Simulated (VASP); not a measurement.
GaSb (zinc blende): the bulk modulus from VASP (plane waves, PAW) at several levels of theory. Static lattice, third-order Birch-Murnaghan fit over five volumes. The measured value holds thermal and zero-point effects that the static calculation lacks.

| level | bulk modulus (GPa) | error against measurement |
|---|---|---|
| RPBE | 40.2 | -29.5 % |
| AM05 | 49.1 | -13.8 % |
| PBE-D3(BJ) | 50.1 | -12.1 % |
| PBE-D4 | 51.8 | -9.1 % |
| optB88-vdW | 45.5 | -20.1 % |
| rev-vdW-DF2 | 46.9 | -17.8 % |
| revTPSS | 49.7 | -12.8 % |
| r2SCAN+rVV10 | 55.7 | -2.3 % |

Measured: 57.0 GPa (as given by Cormac Toher et al., Physical Review Materials (2017), arXiv:1611.05714).

The cell of the RPBE run:

```yaml
crystal:
  lattice:
    - [0.00000, 3.14338, 3.14338]
    - [3.14338, 0.00000, 3.14338]
    - [3.14338, 3.14338, 0.00000]
  atoms:
    - { symbol: Ga, position: [0.00000, 0.00000, 0.00000] }
    - { symbol: Sb, position: [0.25000, 0.25000, 0.25000] }
```

Only levels that ran to the end are used. Left out are those held back, those with too coarse a band path, GW runs whose mesh misses a band edge, hybrids' fits of cells that aren't cubic and levels without matching references; a question may draw on a part of the rest.

The compound is GaSb in the zinc blende structure.
